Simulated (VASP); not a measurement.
# Band gap of MoS2: cutoff, mesh and cell

Aim: test what besides the functional moves the gap of MoS2. The starting structure is a measured crystal structure from the Crystallography Open Database. Cell and atoms stay as given unless a step says otherwise.

Program: VASP 6.6.1. Level of theory: Kohn-Sham DFT with plane waves and PAW; LDA. Results are calculated unless marked as measured.

The database entry behind the starting cell differs from later determinations by our own check (about 0.3 % long), so it need not match the best structure at ambient conditions.

**1. Starting point**

The structure is hexagonal, space group P6_3/mmc (No. 194). Conventional cell: a = 3.169 Å, b = 3.169 Å, c = 12.324 Å, α = 90.00°, β = 90.00°, γ = 120.00°. Nearest to Mo lie 6 S at 2.41 Å. Nearest to S lie 3 Mo at 2.41 Å. Farther neighbours and most contacts between anions are not listed.

As a file:

```xyz
6
Lattice="3.1690 0.0000 0.0000 -1.5845 2.7444 0.0000 0.0000 0.0000 12.3240" Properties=species:S:1:pos:R:3 pbc="T T T"
Mo    1.5845    0.9148    9.2430
Mo    0.0000    1.8296    3.0810
S     1.5845    0.9148    4.6461
S     0.0000    1.8296   10.8081
S     1.5845    0.9148    1.5159
S     0.0000    1.8296    7.6779
```

**2. Reference bands**

File INCAR:

```
SYSTEM = MoS2
PREC = Accurate
ENCUT = 350
EDIFF = 1E-06
NELM = 100
ISMEAR = 0
SIGMA = 0.03
LREAL = .FALSE.
ALGO = Normal
GGA = CA
NBANDS = 42
LORBIT = 11
LWAVE = .FALSE.
LCHARG = .FALSE.
KPAR = 4
```

File POSCAR:

```
MoS2
1.0
    3.1690000000      0.0000000000      0.0000000000
   -1.5845000000      2.7444345046      0.0000000000
    0.0000000000      0.0000000000     12.3240000000
Mo S
2 4
Direct
    0.6666666667      0.3333333333      0.7500000000
    0.3333333333      0.6666666667      0.2500000000
    0.6666666667      0.3333333333      0.3770000000
    0.3333333333      0.6666666667      0.8770000000
    0.6666666667      0.3333333333      0.1230000000
    0.3333333333      0.6666666667      0.6230000000
```

File KPOINTS:

```
Automatic mesh
0
Gamma
8 8 2
0 0 0
```

File KPOINTS_OPT:

```
Line mode
8
Line-mode
Reciprocal
  0.00000000   0.00000000   0.00000000 GAMMA
  0.50000000   0.00000000   0.00000000 M

  0.50000000   0.00000000   0.00000000 M
  0.33333333   0.33333333   0.00000000 K

  0.33333333   0.33333333   0.00000000 K
  0.00000000   0.00000000   0.00000000 GAMMA

  0.00000000   0.00000000   0.00000000 GAMMA
  0.00000000   0.00000000   0.50000000 A

  0.00000000   0.00000000   0.50000000 A
  0.50000000   0.00000000   0.50000000 L

  0.50000000   0.00000000   0.50000000 L
  0.33333333   0.33333333   0.50000000 H

  0.33333333   0.33333333   0.50000000 H
  0.00000000   0.00000000   0.50000000 A

  0.50000000   0.00000000   0.50000000 L
  0.50000000   0.00000000   0.00000000 M

  0.33333333   0.33333333   0.00000000 K
  0.33333333   0.33333333   0.50000000 H
```

Potentials, in the order of the species: Mo_sv and S (LDA family, release 64).

The run is started by

```
> mpirun -np 4 vasp_std
```

Output:

```text
[banner, memory and clock lines left out]
running    4 mpi-ranks, on    1 nodes
 distrk:  each k-point on    1 cores,    4 groups
 distr:  one band on    1 cores,    1 groups

 POSCAR found type information on POSCAR MoS
 POSCAR found :  2 types and       6 ions
 LDA part: xc-table for (Slater(with rela. corr.)+CA(PZ))
 , standard interpolation
 POSCAR, INCAR and KPOINTS ok, starting setup
 FFT: planning ... GRIDC
 FFT: planning ... GRID_SOFT
 FFT: planning ... GRID
 WAVECAR not read
 entering main loop
       N       E                     dE             d eps       ncg     rms          rms(c)
DAV:   1     0.351699894468E+03    0.35170E+03   -0.23340E+04  1840   0.868E+02
DAV:   2    -0.349604167816E+02   -0.38666E+03   -0.37124E+03  1972   0.284E+02
DAV:   3    -0.516610956963E+02   -0.16701E+02   -0.16479E+02  2056   0.562E+01
DAV:   4    -0.518869952368E+02   -0.22590E+00   -0.22565E+00  1976   0.687E+00
DAV:   5    -0.518906741149E+02   -0.36789E-02   -0.36778E-02  2050   0.853E-01    0.344E+01
DAV:   6    -0.496935693739E+02    0.21971E+01   -0.88787E+00  1876   0.196E+01    0.113E+01
DAV:   7    -0.492412964819E+02    0.45227E+00   -0.36888E+00  1802   0.131E+01    0.880E+00
DAV:   8    -0.488852045424E+02    0.35609E+00   -0.59788E-01  1862   0.547E+00    0.206E+00
DAV:   9    -0.488839177406E+02    0.12868E-02   -0.53896E-02  1984   0.948E-01    0.719E-01
DAV:  10    -0.488807418571E+02    0.31759E-02   -0.11001E-02  1896   0.640E-01    0.193E-01
DAV:  11    -0.488807186516E+02    0.23205E-04   -0.88729E-04  1986   0.135E-01    0.102E-01
DAV:  12    -0.488806571543E+02    0.61497E-04   -0.11622E-04  1910   0.470E-02    0.782E-02
DAV:  13    -0.488806416529E+02    0.15501E-04   -0.84115E-05  1966   0.456E-02    0.158E-02
DAV:  14    -0.488806415520E+02    0.10081E-06   -0.62103E-06  1740   0.134E-02
   1 F= -.48880642E+02 E0= -.48880642E+02  d E =-.178474E-11
 Start KPOINTS_OPT (optional k-point list driver)
k-point batch [1-20\72]
       N       E                     dE             ncg
DAV:   1    -0.198844011575E+04   -0.28057E+05     1880
DAV:   2    -0.954914727713E+04   -0.75607E+04     1956
DAV:   3    -0.986756165987E+04   -0.31841E+03     2044
DAV:   4    -0.987180741269E+04   -0.42458E+01     1992
DAV:   5    -0.987187333786E+04   -0.65925E-01     2034
DAV:   6    -0.987187484220E+04   -0.15043E-02     2064
DAV:   7    -0.987187488063E+04   -0.38427E-04     2058
DAV:   8    -0.987187488161E+04   -0.98154E-06     1398
[...]
k-point batch [61-72\72]
       N       E                     dE             ncg
DAV:   1     0.641095420333E+04   -0.22091E+05     1144
DAV:   2     0.192493362143E+04   -0.44860E+04     1132
DAV:   3     0.173144959239E+04   -0.19348E+03     1204
DAV:   4     0.172885153025E+04   -0.25981E+01     1176
DAV:   5     0.172881355155E+04   -0.37979E-01     1188
DAV:   6     0.172881272455E+04   -0.82700E-03     1232
DAV:   7     0.172881270519E+04   -0.19359E-04     1204
DAV:   8     0.172881270472E+04   -0.46981E-06      816
```

Wall time 16 s (4 MPI ranks of Intel Xeon 6975P-C (Granite Rapids), shared host); peak memory 0.76 GiB.

The logs omit lines about the potential files and the build; timing stands in the text.

OUTCAR, selected parts (step 2):

```text
ion  position               nearest neighbor table
   1  0.667  0.333  0.750-   4 2.41   6 2.41   4 2.41   6 2.41   4 2.41   6 2.41
   2  0.333  0.667  0.250-   3 2.41   5 2.41   3 2.41   5 2.41   3 2.41   5 2.41
   3  0.667  0.333  0.377-   2 2.41   2 2.41   2 2.41
   4  0.333  0.667  0.877-   1 2.41   1 2.41   1 2.41
   5  0.667  0.333  0.123-   2 2.41   2 2.41   2 2.41
   6  0.333  0.667  0.623-   1 2.41   1 2.41   1 2.41

  LATTYP: Found a hexagonal cell.
 ALAT       =     3.1690000000
 C/A-ratio  =     3.8889239508

 Subroutine GETGRP returns: Found 24 space group operations
 (whereof 12 operations were pure point group operations)

The static configuration has the point symmetry D_3d.
 The point group associated with its full space group is D_6h.

 Found     20 irreducible k-points:

   k-points           NKPTS =     20   k-points in BZ     NKDIM =     20   number of bands    NBANDS=     42

   dimension x,y,z NGX =    20 NGY =   20 NGZ =   80
   dimension x,y,z NGXF=    40 NGYF=   40 NGZF=  160

   ENCUT  =  350.0 eV  25.72 Ry    5.07 a.u.   4.83  4.83 18.80*2*pi/ulx,y,z

   NELECT =      52.0000    total number of electrons

 k-points in reciprocal lattice and weights: Automatic mesh
   0.00000000  0.00000000  0.00000000       0.008
   0.12500000  0.00000000  0.00000000       0.047
   0.25000000  0.00000000  0.00000000       0.047
   0.37500000 -0.00000000  0.00000000       0.047
   0.50000000  0.00000000  0.00000000       0.023
   0.12500000  0.12500000  0.00000000       0.047
   0.25000000  0.12500000  0.00000000       0.094
   0.37500000  0.12500000  0.00000000       0.094
   0.25000000  0.25000000  0.00000000       0.047
[...]
0.25000000  0.25000000  0.50000000       0.047
   0.37500000  0.25000000  0.50000000       0.047

 average (electrostatic) potential at core
       1 -74.8722       2 -74.8722       3 -84.9896       4 -84.9896       5 -84.9896
       6 -84.9896

 E-fermi :   7.4843

 k-point     1 :       0.0000    0.0000    0.0000
  band No.  band energies     occupation
    ...
     22       5.2225      2.00000
     23       5.2225      2.00000
     24       6.1556      2.00000
     25       6.1953      2.00000
     26       7.3566      2.00000
     27       9.4438      0.00000
     28       9.4438      0.00000
     29       9.4716      0.00000
     30       9.4716      0.00000
     31       9.6200      0.00000
    ...

 k-point     2 :       0.1250    0.0000    0.0000
  band No.  band energies     occupation
    ...
     22       4.8809      2.00000
     23       5.3314      2.00000
     24       6.1688      2.00000
     25       6.3413      2.00000
     26       6.8986      2.00000
     27       9.1123      0.00000
     28       9.2159      0.00000
     29       9.3537      0.00000
     30       9.3672      0.00000
     31       9.4532      0.00000
    ...

 k-point     3 :       0.2500    0.0000    0.0000
  band No.  band energies     occupation
    ...
     22       4.9604      2.00000
     23       5.0509      2.00000
     24       5.7725      2.00000
     25       5.8384      2.00000
     26       5.9709      2.00000
     27       8.5117      0.00000
     28       8.9368      0.00000
     29       9.1544      0.00000
     30       9.3768      0.00000
     31       9.3858      0.00000
    ...

  Total       -4.0709331     -4.0709331     -3.7942663      0.0000000      0.0000000      0.0000000
  in kB      -60.8524047    -60.8524047    -56.7167830      0.0000000      0.0000000      0.0000000
  external PRESSURE =     -59.4738641 kB  Pullay stress =       0.0000000 kB

  energy-cutoff  :      350.00
  volume of cell :      107.18
      direct lattice vectors                 reciprocal lattice vectors
     3.169000000  0.000000000  0.000000000     0.315556958  0.182186895  0.000000000
    -1.584500000  2.744434505  0.000000000     0.000000000  0.364373789  0.000000000
     0.000000000  0.000000000 12.324000000     0.000000000  0.000000000  0.081142486

 POSITION                                       TOTAL-FORCE (eV/Angst)
 -----------------------------------------------------------------------------------
      1.58450      0.91481      9.24300        -0.000000     -0.000000      0.000000
     -0.00000      1.82962      3.08100         0.000000     -0.000000      0.000000
      1.58450      0.91481      4.64615         0.000000      0.000000     -0.461400
     -0.00000      1.82962     10.80815        -0.000000     -0.000000     -0.461400
      1.58450      0.91481      1.51585         0.000000      0.000000      0.461400
     -0.00000      1.82962      7.67785        -0.000000     -0.000000      0.461400
 -----------------------------------------------------------------------------------
    total drift:                               -0.000000      0.000000     -0.000000

  FREE ENERGIE OF THE ION-ELECTRON SYSTEM (eV)
  ---------------------------------------------------
  free  energy   TOTEN  =       -48.8806415520 eV

  energy  without entropy=      -48.8806415520  energy(sigma->0) =      -48.88064155

 total charge
# of ion       s       p       d       tot
------------------------------------------
    1        2.295   6.221   3.967  12.483
    2        2.295   6.221   3.967  12.483
    3        1.362   2.322   0.000   3.685
    4        1.362   2.322   0.000   3.685
    5        1.362   2.322   0.000   3.685
    6        1.362   2.322   0.000   3.685
--------------------------------------------------
tot         10.040  21.730   7.935  39.704

[... 3 further parts left out ...]
```

Spin-orbit coupling is off here; it would split degenerate levels. At this level the cell is under a tension of 5.9 GPa, so at these settings it is away from equilibrium.

The reference gap is 0.825 eV.

**3. Bands with cell and atoms relaxed by LDA**

Against step 2 the input has another starting structure. The cell comes from a relaxation at this level, not shown (102.04 Å³).

INCAR is that of step 2.

File POSCAR:

```
MoS2
1.0
    3.1229653338      0.0000000000      0.0000000000
   -1.5614826669      2.7045673142      0.0000000000
    0.0000000000      0.0000000000     12.0814430921
Mo S
2 4
Direct
    0.6666666667      0.3333333333      0.7500000000
    0.3333333333      0.6666666667      0.2500000000
    0.6666666667      0.3333333333      0.3786600132
    0.3333333333      0.6666666667      0.8786600132
    0.6666666667      0.3333333333      0.1213399868
    0.3333333333      0.6666666667      0.6213399868
```

KPOINTS is that of step 2.

KPOINTS_OPT is that of step 2.

The run is started by

```
> mpirun -np 4 vasp_std
```

Output:

```text
[... set-up lines as in an earlier step ...]
 entering main loop
       N       E                     dE             d eps       ncg     rms          rms(c)
DAV:   1     0.349792721794E+03    0.34979E+03   -0.23351E+04  1856   0.873E+02
DAV:   2    -0.355994052257E+02   -0.38539E+03   -0.36995E+03  1992   0.286E+02
DAV:   3    -0.515937323941E+02   -0.15994E+02   -0.15785E+02  2060   0.555E+01
DAV:   4    -0.517978259590E+02   -0.20409E+00   -0.20386E+00  2040   0.664E+00
[...]
DAV:  12    -0.489506317894E+02    0.59754E-04   -0.12930E-04  1860   0.505E-02    0.660E-02
DAV:  13    -0.489506274389E+02    0.43505E-05   -0.56792E-05  1982   0.358E-02    0.195E-02
DAV:  14    -0.489506266162E+02    0.82268E-06   -0.46054E-06  1748   0.123E-02
   1 F= -.48950627E+02 E0= -.48950627E+02  d E =-.594618E-56
 Start KPOINTS_OPT (optional k-point list driver)
k-point batch [1-20\72]
       N       E                     dE             ncg
DAV:   1    -0.122286923250E+04   -0.27698E+05     1848
DAV:   2    -0.895969127702E+04   -0.77368E+04     1926
DAV:   3    -0.927541633434E+04   -0.31573E+03     2030
DAV:   4    -0.927948267166E+04   -0.40663E+01     1992
DAV:   5    -0.927954342212E+04   -0.60750E-01     2048
DAV:   6    -0.927954471425E+04   -0.12921E-02     2056
DAV:   7    -0.927954474433E+04   -0.30084E-04     2072
DAV:   8    -0.927954474504E+04   -0.70170E-06     1416
[...]
k-point batch [61-72\72]
       N       E                     dE             ncg
DAV:   1     0.682608584556E+04   -0.21894E+05     1136
DAV:   2     0.231478768118E+04   -0.45113E+04     1152
DAV:   3     0.212549875216E+04   -0.18929E+03     1212
DAV:   4     0.212314652459E+04   -0.23522E+01     1184
DAV:   5     0.212311386906E+04   -0.32656E-01     1230
DAV:   6     0.212311325566E+04   -0.61341E-03     1182
DAV:   7     0.212311324100E+04   -0.14661E-04     1270
DAV:   8     0.212311324068E+04   -0.32150E-06      766
```

Run time: 17 s. Hardware: 4 MPI ranks; peak memory 0.72 GiB.

From OUTCAR (step 3):

```text
  Total       -0.2356586     -0.2356586     -0.2724112     -0.0000000      0.0000000      0.0000000
  in kB       -3.7000719     -3.7000719     -4.2771230     -0.0000000      0.0000000      0.0000000
  external PRESSURE =      -3.8924223 kB  Pullay stress =       0.0000000 kB

 POSITION                                       TOTAL-FORCE (eV/Angst)
 -----------------------------------------------------------------------------------
      1.56148      0.90152      9.06108         0.000000     -0.000000      0.000000
     -0.00000      1.80304      3.02036        -0.000000      0.000000      0.000000
      1.56148      0.90152      4.57476         0.000000      0.000000      0.008793
     -0.00000      1.80304     10.61548        -0.000000     -0.000000      0.008793
      1.56148      0.90152      1.46596         0.000000      0.000000     -0.008793
     -0.00000      1.80304      7.50668        -0.000000      0.000000     -0.008793
 -----------------------------------------------------------------------------------
    total drift:                               -0.000000      0.000000     -0.000000

  FREE ENERGIE OF THE ION-ELECTRON SYSTEM (eV)
  ---------------------------------------------------
  free  energy   TOTEN  =       -48.9506266162 eV

  energy  without entropy=      -48.9506266162  energy(sigma->0) =      -48.95062662

[... 1 part as in an earlier step ...]

[... 2 further parts left out ...]
[key lines of the parts left out:]
E-fermi :   8.3807
```

With cell and atoms relaxed by LDA the gap is 0.737 eV, -0.088 eV from the reference.

**4. Bands with no band path**

Against step 2 the input has no band path (also changed: NBANDS).

INCAR, as its differences from that of step 3:

```diff
@@ -10,3 +10,3 @@
 GGA = CA
-NBANDS = 42
+NBANDS = 32
 LORBIT = 11
```

File POSCAR:

```
MoS2
1.0
    3.1690000000      0.0000000000      0.0000000000
   -1.5845000000      2.7444345046      0.0000000000
    0.0000000000      0.0000000000     12.3240000000
Mo S
2 4
Direct
    0.6666666667      0.3333333333      0.7500000000
    0.3333333333      0.6666666667      0.2500000000
    0.6666666667      0.3333333333      0.3770000000
    0.3333333333      0.6666666667      0.8770000000
    0.6666666667      0.3333333333      0.1230000000
    0.3333333333      0.6666666667      0.6230000000
```

KPOINTS is that of step 3.

The run is started by

```
> mpirun -np 4 vasp_std
```

Output:

```text
[... set-up lines as in an earlier step ...]
 entering main loop
       N       E                     dE             d eps       ncg     rms          rms(c)
DAV:   1     0.367524985462E+03    0.36752E+03   -0.24219E+04  1480   0.114E+03
DAV:   2    -0.306638064905E+02   -0.39819E+03   -0.38753E+03  1576   0.348E+02
DAV:   3    -0.514946375029E+02   -0.20831E+02   -0.20665E+02  1656   0.704E+01
DAV:   4    -0.518819334991E+02   -0.38730E+00   -0.38646E+00  1584   0.962E+00
[...]
DAV:  13    -0.488806436766E+02    0.21352E-04   -0.21013E-04  1640   0.785E-02    0.213E-02
DAV:  14    -0.488806417050E+02    0.19717E-05   -0.22492E-05  1568   0.295E-02    0.101E-02
DAV:  15    -0.488806417611E+02   -0.56086E-07   -0.80954E-07  1040   0.479E-03
   1 F= -.48880642E+02 E0= -.48880642E+02  d E =-.193370E-42
```

Elapsed: 6.4 s, on 4 MPI ranks; peak memory 0.61 GiB.

OUTCAR, selected parts (step 4):

```text
  Total       -4.0677433     -4.0677433     -3.7965576     -0.0000000     -0.0000000      0.0000000
  in kB      -60.8047232    -60.8047232    -56.7510338     -0.0000000     -0.0000000      0.0000000
  external PRESSURE =     -59.4534934 kB  Pullay stress =       0.0000000 kB

 POSITION                                       TOTAL-FORCE (eV/Angst)
 -----------------------------------------------------------------------------------
      1.58450      0.91481      9.24300         0.000000      0.000000     -0.000000
     -0.00000      1.82962      3.08100         0.000000     -0.000000     -0.000000
      1.58450      0.91481      4.64615        -0.000000     -0.000000     -0.461481
     -0.00000      1.82962     10.80815        -0.000000      0.000000     -0.461481
      1.58450      0.91481      1.51585        -0.000000     -0.000000      0.461481
     -0.00000      1.82962      7.67785        -0.000000     -0.000000      0.461481
 -----------------------------------------------------------------------------------
    total drift:                               -0.000000      0.000000     -0.000000

  FREE ENERGIE OF THE ION-ELECTRON SYSTEM (eV)
  ---------------------------------------------------
  free  energy   TOTEN  =       -48.8806417611 eV

  energy  without entropy=      -48.8806417611  energy(sigma->0) =      -48.88064176

[... 1 part as in an earlier step ...]

[... 2 further parts left out ...]
[key lines of the parts left out:]
E-fermi :   7.6404
```

With no band path the gap is 0.918 eV, +0.092 eV from the reference, read on the mesh alone.

[end of part 1 of 2]

[Lines on the potential files, build, host, timing and source positions are cut from VASP's logs without a mark.]

[Logs are printed without paths, hosts, clocks, repeated set-up lines and the standing remarks that a program may print on its own settings, such as how far it seeks lower states.]

[Hosts, paths, dates, database ids (printed as entryN), source tags and the programs' standing remarks are cut or masked in the printed files.]
